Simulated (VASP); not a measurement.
A convergence study with VASP on ZnSe (zinc blende): one setting is varied, all else stays as given below, so the limit is that of these other settings.

```xyz
2
Lattice="0.0000 2.8350 2.8350 2.8350 0.0000 2.8350 2.8350 2.8350 0.0000" Properties=species:S:1:pos:R:3 pbc="T T T"
Zn     0.0000     0.0000     0.0000
Se     1.4175     1.4175     1.4175
```

The numbers are results of PBE GGA, VASP's PBE PAW potentials (set 64) (plane waves; VASP), not measurements. The tightest run used: 550 eV cut-off, 17×17×17 Γ-centred mesh, Gaussian smearing of 0.050 eV, potentials Zn Se.

| setting | E (eV/atom) | pressure (GPa) | irreducible k-points |
|---|---|---|---|
| 1×1×1 mesh | 3.7458 | 48.64 | 1 |
| 2×2×2 mesh | -2.2752 | 8.08 | 3 |
| 3×3×3 mesh | -2.8702 | 3.59 | 4 |
| 4×4×4 mesh | -2.9770 | 2.60 | 8 |
| 5×5×5 mesh | -3.0013 | 2.35 | 10 |
| 6×6×6 mesh | -3.0078 | 2.29 | 16 |

These are the cheaper rows. Estimate the results at 17×17×17 mesh, and how far the last row shown lies from them.

```tsv
quantity	tightest run	last row shown is off by
E (eV/atom)	-3.0108	0.0030
pressure (GPa)	2.27	0.02
```

Left out are rungs that failed or repeat a setting and relaxations that didn't move; long series are thinned to 24 rows.

The compound is ZnSe in the zinc blende structure. The cell was not relaxed at this level.
